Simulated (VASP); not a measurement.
Yb:

```xyz
1
Lattice="0.0000 2.7431 2.7431 2.7431 0.0000 2.7431 2.7431 2.7431 0.0000" Properties=species:S:1:pos:R:3 pbc="T T T"
Yb    0.0000    0.0000    0.0000
```

```yaml
Program: VASP 6.6.1
Task: relaxation of cell and atoms
Functional: PBE
Dispersion: D4
Potentials_or_basis: VASP PAW PBE potentials, release 64 (Yb)
Cutoff: 600 eV
k_mesh: 8 × 8 × 8
Occupations: gaussian, width 0.15 eV
Spin: no spin polarisation
```

At the start: pressure -2.3 GPa; volume 41.28 Å³/atom.

**Question.** How do energy, volume and symmetry change on relaxing?

**Answer.** Over 33 steps the energy falls by 83.8 meV/atom and the volume is 33.27 Å³/atom (-19.4 %); space group Fm-3m (No. 225, to 0.05 Å).

The path:
```
step  energy change (eV)  largest force (eV/Å)  pressure (GPa)  volume (Å³)
   1              0.0000                0.0000           -2.33        41.28
   2             -0.0549                0.0000           -0.50        37.79
   3             -0.0572                0.0000           -2.99        37.61
   4             -0.0614                0.0000           -0.72        37.25
   5             -0.0627                0.0000           -2.79        37.14
   6             -0.0651                0.0000           -3.01        36.91
   7             -0.0695                0.0000           -1.12        36.46
   8             -0.0767                0.0000           -2.85        35.57
   9             -0.0839                0.0000           -8.23        33.84
  10             -0.0628                0.0000            2.08        30.54
  11             -0.0707                0.0000            1.35        31.14
  12             -0.0798                0.0000            1.89        32.17
  13             -0.0833                0.0000            0.97        33.00
  14             -0.0840                0.0000           -0.38        33.42
  15             -0.0838                0.0000           -0.07        33.27
  16             -0.0838                0.0000            0.23        33.27
  17             -0.0838                0.0000            0.15        33.27
  18             -0.0838                0.0000            0.90        33.27
  19             -0.0838                0.0000            1.31        33.27
  20             -0.0838                0.0000            1.32        33.27
  21             -0.0838                0.0000            0.13        33.27
  22             -0.0838                0.0000            0.88        33.27
  23             -0.0838                0.0000            0.52        33.27
  24             -0.0838                0.0000            1.25        33.27
  25             -0.0838                0.0000            0.13        33.27
  26             -0.0838                0.0000            1.02        33.27
  27             -0.0838                0.0000            0.30        33.27
  28             -0.0838                0.0000            0.55        33.27
  29             -0.0838                0.0000            0.64        33.27
  30             -0.0838                0.0000            1.04        33.27
  31             -0.0838                0.0000            0.12        33.27
  32             -0.0838                0.0000            0.97        33.27
  33             -0.0838                0.0000           -0.02        33.27
```

Final structure:
```
Yb
1.0
     0.00000    2.55279    2.55279
     2.55279    0.00000    2.55279
     2.55279    2.55279    0.00000
Yb
1
Direct
  0.00000 0.00000 0.00000
```

Caveat: the volume moved by over 15 % at a fixed basis, so the end points are rough; the volume moved by -19 % from the deposited cell, more than functionals usually miss; pairwise dispersion overbinds metals, which lowers pressure and volume.
